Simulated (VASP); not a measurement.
Input:

```
Li2Se
1.0
    0.00000     3.03975     3.03975
    3.03975     0.00000     3.03975
    3.03975     3.03975     0.00000
Li Se
2 1
Cartesian
  1.51987   1.51987   1.51987
  4.55962   4.55962   4.55962
  6.07950   6.07950   6.07950
```

These are SCAN meta-GGA, VASP's PBE PAW potentials (set 64) (plane waves; VASP 6.6.1) values and carry that method's errors. Numerical set-up: 520 eV cut-off, 8×8×8 Γ-centred mesh, Gaussian smearing of 0.050 eV, potentials Li_sv Se.

Give the stress tensor in GPa (positive for a compressed cell).

```
-1.79   0.00   0.00
 0.00  -1.79   0.00
 0.00   0.00  -1.79
```
The pressure is its mean diagonal, -1.79 GPa.

The compound is Li2Se in the antifluorite structure. This cell is one point of a volume scan, at 1.06 of the reference volume.
